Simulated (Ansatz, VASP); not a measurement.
# Al3Sb2P: VASP beside Ansatz

```
Al Sb P
1.0
     2.48288    1.43349    6.35503
    -2.48288    1.43349    6.35503
     0.00000   -2.86699    6.35503
Al Sb P
3 2 1
Direct
  0.81815 0.81815 0.81815
  0.18185 0.18185 0.18185
  0.50000 0.50000 0.50000
  0.32191 0.32191 0.32191
  0.67809 0.67809 0.67809
  0.00000 0.00000 0.00000
```

Alike in both runs: task single point; functional PBE; k mesh 6 × 6 × 6; occupations gaussian, width 0.1 eV; no spin polarisation.

```csv
,VASP,Ansatz
version,VASP 6.6.1,Ansatz 0.2.0
potentials or method,"VASP PAW PBE potentials, release 64 (Al, Sb, P)","scalar-relativistic, plane waves, PAW"
plane-wave cutoff (eV),520,420
valence electrons in the cell,24,44
```

|  | VASP | Ansatz | Ansatz less VASP |
| --- | --- | --- | --- |
| gap on the k mesh at the Fermi level (eV) | none | none | - |
| pressure (GPa) | 0.9 | 0.9 | -0.01 |
| largest component of the traceless stress (GPa) | 3.54 | 3.62 | +0.075 |
| rms of the force components (eV/Å) | 0.346 | 0.340 | -0.0069 |

Atom by atom the forces differ by 0.008 eV/Å (rms over components). A gap of «none» marks a metal or a gap that the smearing closes. The functional is the same, so the differences come from potentials, cutoffs and numerics. The two sets of potentials don't hold the same shells in valence.

Caveats: forces of over 1 eV/Å show positions far from the minimum, so gaps and moduli don't describe the material at rest. The runs have no spin-orbit coupling, so splittings on Sb are missing.
